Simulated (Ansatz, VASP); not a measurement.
## C: VASP beside Ansatz

Aim: how closely do two programs agree when they are given the same cell, functional and k mesh? The cell is taken from a series of VASP runs on this material, whose earlier steps may have relaxed, scaled or displaced it; both programs get it as it stands.

Main program and level: Ansatz 0.2.0; plane waves, with VASP 6.6.1 beside it; zone-centre phonons at PBE.

### Step 1. Starting point

The structure is cubic, space group Fd-3m (No. 227). The conventional cell has a = 3.567 Å, b = 3.567 Å, c = 3.567 Å, α = 90.00°, β = 90.00°, γ = 90.00°. C has 4 C at 1.54 Å nearest.

### Step 2. VASP: zone-centre phonons, PBE

Second derivatives magnify differences that forces hide, and they need a tight electronic threshold.

Lines of VASP's logs that name or quote its potential files are left out, and so is its time.

File INCAR:

```
SYSTEM = C
PREC = Accurate
ENCUT = 520
EDIFF = 1E-08
NELM = 100
ISMEAR = 0
SIGMA = 0.02
LREAL = .FALSE.
ALGO = Normal
GGA = PE
NBANDS = 10
LORBIT = 11
LWAVE = .FALSE.
LCHARG = .FALSE.
KPAR = 4
IBRION = 8
LEPSILON = .TRUE.
```

File POSCAR:

```
C
1.0
    0.0000000000      1.7833700000      1.7833700000
    1.7833700000      0.0000000000      1.7833700000
    1.7833700000      1.7833700000      0.0000000000
C
2
Direct
    0.5000000000      0.5000000000      0.5000000000
    0.7500000000      0.7500000000      0.7500000000
```

File KPOINTS:

```
Automatic mesh
0
Gamma
18 18 18
0 0 0
```

PAW data sets: C (PBE family, release 64).

The run is started by

```console
mpirun -np 4 vasp_std
```

Numbers of over 12 decimals in the logs are rounded to 6 here.

The log of the run:

```text
[banner, memory and clock lines left out]
running    4 mpi-ranks, on    1 nodes
 distrk:  each k-point on    1 cores,    4 groups
 distr:  one band on    1 cores,    1 groups

 POSCAR found type information on POSCAR C
 POSCAR found :  1 types and       2 ions
 LDA part: xc-table for (Slater+PW92), standard interpolation
 POSCAR, INCAR and KPOINTS ok, starting setup
 FFT: planning ... GRIDC
 FFT: planning ... GRID_SOFT
 FFT: planning ... GRID
 WAVECAR not read
 entering main loop
       N       E                     dE             d eps       ncg     rms          rms(c)
DAV:   1     0.206802208815E+00    0.20680E+00   -0.47502E+03  4072   0.760E+02
DAV:   2    -0.184847670736E+02   -0.18692E+02   -0.18176E+02  5368   0.128E+02
DAV:   3    -0.188233754674E+02   -0.33861E+00   -0.33757E+00  4574   0.136E+01
DAV:   4    -0.188241046769E+02   -0.72921E-03   -0.72918E-03  4274   0.722E-01
DAV:   5    -0.188241055227E+02   -0.84579E-06   -0.84580E-06  4420   0.240E-02    0.556E+00
DAV:   6    -0.183447714623E+02    0.47933E+00   -0.26734E-01  4092   0.388E+00    0.332E+00
DAV:   7    -0.181834481203E+02    0.16132E+00   -0.32290E-01  4304   0.432E+00    0.760E-01
DAV:   8    -0.181852019392E+02   -0.17538E-02   -0.78285E-03  4064   0.711E-01    0.434E-02
DAV:   9    -0.181852365866E+02   -0.34647E-04   -0.66082E-05  4816   0.694E-02    0.237E-02
DAV:  10    -0.181852564128E+02   -0.19826E-04   -0.15628E-05  4056   0.380E-02    0.505E-03
DAV:  11    -0.181852564580E+02   -0.45211E-07   -0.20515E-07  5032   0.444E-03    0.662E-04
DAV:  12    -0.181852564179E+02    0.40138E-07   -0.19683E-08  4162   0.151E-03    0.198E-04
DAV:  13    -0.181852564140E+02    0.39294E-08   -0.50457E-10  2220   0.203E-04
   1 F= -.18185256E+02 E0= -.18185256E+02  d E =-.564235E-13
 Linear response reoptimize wavefunctions to high precision
DAV:   1    -0.181852564164E+02   -0.24088E-08   -0.29772E-11  2568   0.590E-05
DAV:   2    -0.181852564164E+02    0.85265E-12   -0.14350E-12  2040   0.107E-05
 Linear response G [H, r] |phi>, progress :
  Direction:   1
       N       E                     dE             d eps       ncg     rms
RMM:   1    -0.339442540378E+02   -0.33944E+02   -0.16068E+01  9175   0.443E+01
RMM:   2    -0.324125740445E+02    0.15317E+01   -0.10446E+00  6188   0.871E+00
RMM:   3    -0.324197307428E+02   -0.71567E-02   -0.35258E-03  6529   0.502E-01
RMM:   4    -0.324197763547E+02   -0.45612E-04   -0.19741E-05  6888   0.395E-02
RMM:   5    -0.324197776522E+02   -0.12975E-05    0.27895E-09  6795   0.378E-03
RMM:   6    -0.324197777049E+02   -0.52740E-07   -0.17883E-07  6339   0.426E-04
RMM:   7    -0.324197777195E+02   -0.14542E-07   -0.28962E-07  5126   0.935E-05
RMM:   8    -0.324197777115E+02    0.79578E-08   -0.16260E-07  4875   0.643E-05
RMM:   9    -0.324197777073E+02    0.42560E-08    0.40092E-08  4496   0.633E-05
 Linear response G [H, r] |phi>, progress :
  Direction:   2
       N       E                     dE             d eps       ncg     rms
RMM:   1    -0.360942767571E+02   -0.36094E+02   -0.55041E+01  9183   0.425E+01
RMM:   2    -0.331272858521E+02    0.29670E+01   -0.69348E-01  6177   0.739E+00
RMM:   3    -0.331306050644E+02   -0.33192E-02   -0.28705E-03  6534   0.423E-01
RMM:   4    -0.331306138317E+02   -0.87673E-05   -0.15853E-05  6952   0.349E-02
RMM:   5    -0.331306145826E+02   -0.75094E-06    0.50023E-08  6866   0.310E-03
RMM:   6    -0.331306146247E+02   -0.42061E-07   -0.14427E-07  6389   0.361E-04
RMM:   7    -0.331306146336E+02   -0.89413E-08   -0.18980E-07  5147   0.892E-05
RMM:   8    -0.331306146277E+02    0.58998E-08   -0.49066E-07  5007   0.719E-05
RMM:   9    -0.331306146286E+02   -0.90789E-09    0.13771E-06  4639   0.721E-05
RMM:  10    -0.331306146265E+02    0.21685E-08   -0.40900E-08  3907   0.720E-05
 Linear response G [H, r] |phi>, progress :
  Direction:   3
       N       E                     dE             d eps       ncg     rms
RMM:   1    -0.234704099397E+02   -0.23470E+02    0.37038E+01  8734   0.413E+01
RMM:   2    -0.224193712018E+02    0.10510E+01   -0.97261E-01  6083   0.798E+00
RMM:   3    -0.224201916778E+02   -0.82048E-03   -0.59353E-03  6587   0.477E-01
RMM:   4    -0.224200921225E+02    0.99555E-04   -0.10677E-04  6754   0.390E-02
RMM:   5    -0.224200869003E+02    0.52222E-05   -0.69653E-06  6636   0.383E-03
RMM:   6    -0.224200863444E+02    0.55592E-06   -0.64522E-07  5998   0.420E-04
RMM:   7    -0.224200862703E+02    0.74094E-07    0.57728E-07  4733   0.735E-05
RMM:   8    -0.224200863153E+02   -0.44989E-07    0.12646E-06  4395   0.401E-05
RMM:   9    -0.224200863141E+02    0.11978E-08   -0.95242E-09  3943   0.382E-05
 Linear response to external field (no local field effect), progress :
  Direction:   1
       N       E                     dE             d eps       ncg     rms          rms(c)
RMM:   1    -0.183272304750E+00   -0.18327E+00   -0.68233E-01  8678   0.228E+00
RMM:   2    -0.187461361197E+00   -0.41891E-02   -0.10572E-03  6248   0.267E-01
RMM:   3    -0.187465556196E+00   -0.41950E-05   -0.31596E-06  6328   0.111E-02
RMM:   4    -0.187465574941E+00   -0.18745E-07   -0.12369E-08  6221   0.725E-04
RMM:   5    -0.187465575010E+00   -0.69045E-10   -0.80841E-11  4571   0.480E-05
 change of polarisation eV/A/(eV/A) component  1 :     0.375     0.169     0.048
 dielectric tensor                  component  1 :     6.981     2.695     0.762
 Linear response to external field (no local field effect), progress :
  Direction:   2
       N       E                     dE             d eps       ncg     rms          rms(c)
RMM:   1    -0.180849229781E+00   -0.18085E+00   -0.65454E-01  8647   0.231E+00
RMM:   2    -0.184922744089E+00   -0.40735E-02   -0.10236E-03  6253   0.270E-01
RMM:   3    -0.184926810902E+00   -0.40668E-05   -0.33089E-06  6341   0.110E-02
RMM:   4    -0.184926832150E+00   -0.21248E-07   -0.13793E-08  6271   0.782E-04
RMM:   5    -0.184926832219E+00   -0.68889E-10   -0.21390E-10  4617   0.499E-05
 change of polarisation eV/A/(eV/A) component  2 :     0.169     0.370    -0.065
 dielectric tensor                  component  2 :     2.695     6.900    -1.036
 Linear response to external field (no local field effect), progress :
  Direction:   3
       N       E                     dE             d eps       ncg     rms          rms(c)
RMM:   1    -0.912568815849E-01   -0.91257E-01   -0.32804E-01  8536   0.171E+00
RMM:   2    -0.935355983462E-01   -0.22787E-02   -0.51918E-04  6165   0.191E-01
RMM:   3    -0.935375599768E-01   -0.19616E-05   -0.14811E-06  6302   0.820E-03
RMM:   4    -0.935375681479E-01   -0.81711E-08   -0.53408E-09  6173   0.566E-04
 change of polarisation eV/A/(eV/A) component  3 :     0.048    -0.065     0.187
 dielectric tensor                  component  3 :     0.762    -1.036     3.984
 Linear response to external field, progress :
  Direction:   1
       N       E                     dE             d eps       ncg     rms          rms(c)
RMM:   1    -0.151802492898E+00   -0.15180E+00   -0.55507E-01 21255   0.210E+00
RMM:   2    -0.155306582980E+00   -0.35041E-02   -0.86552E-04 15249   0.242E-01    0.710E-01
RMM:   3    -0.154155335347E+00    0.11512E-02   -0.65129E-04 15387   0.201E-01    0.419E-01
RMM:   4    -0.161330548983E+00   -0.71752E-02   -0.10152E-03 15298   0.260E-01    0.356E-02
RMM:   5    -0.161966671270E+00   -0.63612E-03   -0.14691E-05 15517   0.305E-02    0.402E-03
RMM:   6    -0.161997575335E+00   -0.30904E-04   -0.13610E-07 16121   0.348E-03    0.213E-03
RMM:   7    -0.162019293754E+00   -0.21718E-04   -0.11867E-07 15660   0.339E-03    0.147E-04
RMM:   8    -0.162019443087E+00   -0.14933E-06   -0.11774E-10 14443   0.103E-04    0.416E-05
RMM:   9    -0.162019438293E+00    0.47943E-08   -0.39848E-11 12926   0.778E-05    0.175E-06
 change of polarisation eV/A/(eV/A) component  1 :     0.302     0.084     0.037
 dielectric tensor                  component  1 :     5.822     1.342     0.593
 Linear response to external field, progress :
  Direction:   2
       N       E                     dE             d eps       ncg     rms          rms(c)
RMM:   1    -0.151787476697E+00   -0.15179E+00   -0.55492E-01 21273   0.210E+00
RMM:   2    -0.155306566994E+00   -0.35191E-02   -0.86690E-04 15248   0.243E-01    0.710E-01
RMM:   3    -0.154156096791E+00    0.11505E-02   -0.65130E-04 15392   0.201E-01    0.419E-01
RMM:   4    -0.161330669939E+00   -0.71746E-02   -0.10152E-03 15303   0.260E-01    0.356E-02
RMM:   5    -0.161966554057E+00   -0.63588E-03   -0.14691E-05 15515   0.305E-02    0.402E-03
RMM:   6    -0.161997584042E+00   -0.31030E-04   -0.13597E-07 16125   0.347E-03    0.213E-03
RMM:   7    -0.162019290622E+00   -0.21707E-04   -0.11871E-07 15661   0.339E-03    0.147E-04
RMM:   8    -0.162019441605E+00   -0.15098E-06   -0.14436E-10 14457   0.103E-04    0.416E-05
RMM:   9    -0.162019436582E+00    0.50223E-08   -0.70394E-11 12904   0.778E-05    0.175E-06
 change of polarisation eV/A/(eV/A) component  2 :     0.069     0.302     0.014
 dielectric tensor                  component  2 :     1.099     5.822     0.216
 Linear response to external field, progress :
  Direction:   3
       N       E                     dE             d eps       ncg     rms          rms(c)
RMM:   1    -0.151788445474E+00   -0.15179E+00   -0.55493E-01 21274   0.210E+00
RMM:   2    -0.155306554263E+00   -0.35181E-02   -0.86748E-04 15248   0.243E-01    0.710E-01
RMM:   3    -0.154156111891E+00    0.11504E-02   -0.65187E-04 15390   0.201E-01    0.419E-01
RMM:   4    -0.161330611586E+00   -0.71745E-02   -0.10158E-03 15301   0.260E-01    0.356E-02
RMM:   5    -0.161966556642E+00   -0.63595E-03   -0.14693E-05 15515   0.305E-02    0.402E-03
RMM:   6    -0.161997586946E+00   -0.31030E-04   -0.13621E-07 16121   0.348E-03    0.213E-03
RMM:   7    -0.162019291485E+00   -0.21705E-04   -0.11868E-07 15680   0.338E-03    0.147E-04
RMM:   8    -0.162019440624E+00   -0.14914E-06   -0.14669E-10 14453   0.103E-04    0.416E-05
RMM:   9    -0.162019436196E+00    0.44273E-08   -0.69922E-11 12938   0.779E-05    0.175E-06
 change of polarisation eV/A/(eV/A) component  3 :     0.020     0.060     0.302
 dielectric tensor                  component  3 :     0.322     0.963     5.822
 Linear response DOF=           1
 Linear response progress:
  Degree of freedom:   1/  1
       N       E                     dE             d eps       ncg     rms          rms(c)
RMM:   1    -0.119882708075E+00   -0.11988E+00   -0.14194E-02 41716   0.205E+00
RMM:   2    -0.111017805002E+00    0.88649E-02   -0.28468E-03 26364   0.389E-01    0.177E-01
RMM:   3    -0.111190144854E+00   -0.17234E-03   -0.23713E-04 26068   0.100E-01    0.979E-02
RMM:   4    -0.111962111083E+00   -0.77197E-03   -0.25055E-04 25901   0.106E-01    0.138E-02
RMM:   5    -0.111897738093E+00    0.64373E-04   -0.16251E-05 28172   0.154E-02    0.106E-03
RMM:   6    -0.111894992819E+00    0.27453E-05   -0.13794E-06 28372   0.989E-04    0.546E-04
RMM:   7    -0.111891307361E+00    0.36855E-05   -0.38042E-07 28692   0.576E-04    0.717E-05
RMM:   8    -0.111891315055E+00   -0.76949E-08    0.29812E-09 29474   0.844E-05    0.149E-05
 first order change of Fermi-energy   0.41948E-04
 force on displaced ion       1 direction 1 : -37.305  -0.000  -0.000
 Born effective charge ion    1 direction 1 :   0.000   0.000   0.000
 Born effective charges drift removed
 Linear response finished
```

Parts of OUTCAR (step 2):

```text
ion  position               nearest neighbor table
   1  0.500  0.500  0.500-   2 1.54   2 1.54   2 1.54   2 1.54
   2  0.750  0.750  0.750-   1 1.54   1 1.54   1 1.54   1 1.54

  LATTYP: Found a face centered cubic cell.
 ALAT       =     3.5667400000

 Subroutine GETGRP returns: Found 48 space group operations
 (whereof 24 operations were pure point group operations)

The static configuration has the point symmetry T_d .
 The point group associated with its full space group is O_h .

 Found    195 irreducible k-points:

   k-points           NKPTS =    195   k-points in BZ     NKDIM =    195   number of bands    NBANDS=     10

   dimension x,y,z NGX =    20 NGY =   20 NGZ =   20
   dimension x,y,z NGXF=    40 NGYF=   40 NGZF=   40

   ENCUT  =  520.0 eV  38.22 Ry    6.18 a.u.   4.69  4.69  4.69*2*pi/ulx,y,z

   NELECT =       8.0000    total number of electrons

 k-points in reciprocal lattice and weights: Automatic mesh
   0.00000000  0.00000000  0.00000000       0.000
   0.05555556  0.00000000  0.00000000       0.001
   0.11111111  0.00000000  0.00000000       0.001
   0.16666667  0.00000000  0.00000000       0.001
   0.22222222  0.00000000  0.00000000       0.001
   0.27777778  0.00000000  0.00000000       0.001
   0.33333333  0.00000000  0.00000000       0.001
   0.38888889  0.00000000  0.00000000       0.001
   0.44444444  0.00000000  0.00000000       0.001
[...]
-0.27777778  0.44444444  0.22222222       0.004
  -0.27777778  0.50000000  0.22222222       0.002

 average (electrostatic) potential at core
       1 -45.3821       2 -45.3821

  Total        0.1740836      0.1740836      0.1740836     -0.0000000      0.0000000      0.0000000
  in kB       24.5874795     24.5874795     24.5874795     -0.0000000      0.0000000      0.0000000
  external PRESSURE =      24.5874795 kB  Pullay stress =       0.0000000 kB

  energy-cutoff  :      520.00
  volume of cell :       11.34
      direct lattice vectors                 reciprocal lattice vectors
     0.000000000  1.783370000  1.783370000    -0.280368067  0.280368067  0.280368067
     1.783370000  0.000000000  1.783370000     0.280368067 -0.280368067  0.280368067
     1.783370000  1.783370000  0.000000000     0.280368067  0.280368067 -0.280368067

 POSITION                                       TOTAL-FORCE (eV/Angst)
 -----------------------------------------------------------------------------------
      1.78337      1.78337      1.78337         0.000000      0.000000     -0.000000
      2.67505      2.67505      2.67505        -0.000000     -0.000000      0.000000
 -----------------------------------------------------------------------------------
    total drift:                                0.000000     -0.000000      0.000000

 MACROSCOPIC STATIC DIELECTRIC TENSOR (including local field effects in DFT)
 ------------------------------------------------------
           5.821565     0.000000    -0.000000
          -0.000000     5.821565     0.000000
           0.000000     0.000000     5.821565
 ------------------------------------------------------

 PIEZOELECTRIC TENSOR (including local field effects)  for field in x, y, z        (C/m^2)
          XX          YY          ZZ          XY          YZ          ZX
  --------------------------------------------------------------------------------
  x    -0.00000     0.00000     0.00000     0.00000     0.00000     0.00000
  y    -0.00000     0.00000    -0.00000     0.00000     0.00000    -0.00000
  z    -0.00000     0.00000     0.00000     0.00000     0.00000     0.00000

 BORN EFFECTIVE CHARGES (including local field effects) (in |e|, cummulative output)
 ---------------------------------------------------------------------------------
 ion    1
    1    -0.00000     0.00000     0.00000
    2     0.00000    -0.00000     0.00000
    3     0.00000     0.00000    -0.00000
 ion    2
    1     0.00000     0.00000     0.00000
    2     0.00000     0.00000     0.00000
    3     0.00000     0.00000     0.00000

 Eigenvectors and eigenvalues of the dynamical matrix
 ----------------------------------------------------

   1 f  =   38.963532 THz   244.815090 2PiTHz 1299.683522 cm-1   161.140147 meV
             X         Y         Z           dx          dy          dz
      1.783370  1.783370  1.783370     0.000000   -0.707107    0.000000
      2.675055  2.675055  2.675055     0.000000    0.707107    0.000000

   2 f  =   38.963532 THz   244.815090 2PiTHz 1299.683522 cm-1   161.140147 meV
             X         Y         Z           dx          dy          dz
      1.783370  1.783370  1.783370    -0.707107    0.000000    0.000000
      2.675055  2.675055  2.675055     0.707107    0.000000    0.000000

   3 f  =   38.963532 THz   244.815090 2PiTHz 1299.683522 cm-1   161.140147 meV
             X         Y         Z           dx          dy          dz
      1.783370  1.783370  1.783370     0.000000    0.000000   -0.707107
      2.675055  2.675055  2.675055     0.000000    0.000000    0.707107

   4 f  =    0.000000 THz     0.000000 2PiTHz    0.000000 cm-1     0.000000 meV
             X         Y         Z           dx          dy          dz
      1.783370  1.783370  1.783370     0.707107    0.000000    0.000000
      2.675055  2.675055  2.675055     0.707107    0.000000    0.000000

   5 f  =    0.000000 THz     0.000000 2PiTHz    0.000000 cm-1     0.000000 meV
             X         Y         Z           dx          dy          dz
      1.783370  1.783370  1.783370     0.000000    0.707107    0.000000
      2.675055  2.675055  2.675055     0.000000    0.707107    0.000000

   6 f  =    0.000000 THz     0.000000 2PiTHz    0.000000 cm-1     0.000000 meV
             X         Y         Z           dx          dy          dz
      1.783370  1.783370  1.783370     0.000000    0.000000    0.707107
      2.675055  2.675055  2.675055     0.000000    0.000000    0.707107

 MACROSCOPIC STATIC DIELECTRIC TENSOR IONIC CONTRIBUTION
 ------------------------------------------------------
           0.000000     0.000000     0.000000
           0.000000     0.000000     0.000000
           0.000000     0.000000     0.000000
 ------------------------------------------------------

 ELASTIC MODULI CONTR FROM IONIC RELAXATION (kBar)
 Direction    XX          YY          ZZ          XY          YZ          ZX
 --------------------------------------------------------------------------------
 XX          -0.0000      0.0000      0.0000     -0.0000      0.0000      0.0000
 YY           0.0000     -0.0000      0.0000     -0.0000     -0.0000     -0.0000
 ZZ           0.0000      0.0000     -0.0000      0.0000     -0.0000      0.0000
 XY          -0.0000     -0.0000      0.0000    -37.9188      0.0000     -0.0000
 YZ           0.0000     -0.0000     -0.0000      0.0000    -37.9188      0.0000
 ZX           0.0000     -0.0000      0.0000     -0.0000      0.0000    -37.9188
 --------------------------------------------------------------------------------

 PIEZOELECTRIC TENSOR IONIC CONTR  for field in x, y, z        (C/m^2)
          XX          YY          ZZ          XY          YZ          ZX
  --------------------------------------------------------------------------------
  x     0.00000    -0.00000    -0.00000    -0.00000    -0.00000     0.00000
  y     0.00000    -0.00000     0.00000     0.00000     0.00000    -0.00000
  z    -0.00000    -0.00000     0.00000    -0.00000     0.00000    -0.00000
```

(Part 1 of 2 ends here.)

[Lines on the potential files, build, host, timing and source positions are cut from VASP's logs without a mark.]

[Logs are printed without paths, hosts, clocks, repeated set-up lines and the standing remarks that a program may print on its own settings, such as how far it seeks lower states.]

[Hosts, paths, dates, database ids (printed as entryN), source tags and the programs' standing remarks are cut or masked in the printed files.]
